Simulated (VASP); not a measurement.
MnSi (B20) relaxed at rising pressure, in one space group throughout; other phases were not tried. The pressures are those reached. These are PBE GGA, VASP's PBE PAW potentials (set 64) (plane waves; VASP 6.6.1) values and carry that method's errors.

The moments were started parallel, and other spin orders were not tried in this run.

| P (GPa) | V (Å³/atom) | k-mesh |
|---|---|---|
| 0.05 | 11.521 | 7×7×7 |
| 5.01 | 11.264 | 7×7×7 |
| 9.94 | 11.031 | 7×7×7 |
| 20.09 | 10.609 | 7×7×7 |
| 29.75 | 10.278 | 7×7×7 |

Problem. Fit an equation of state and predict the volume at 45.04 GPa.

Solution. Least squares on the third-order Birch-Murnaghan form, P = (3B0/2)(y⁷ − y⁵)[1 + (3/4)(B′ − 4)(y² − 1)] with y = (V0/V)^(1/3), gives V0 = 11.526 Å³/atom, B0 = 206 GPa and B′ = 4.0, and so 9.832 Å³/atom. The run gave 9.827 Å³/atom, -0.1 % from the fit.

Pressures at which the relaxation failed are left out.

The compound is MnSi in the B20 structure.
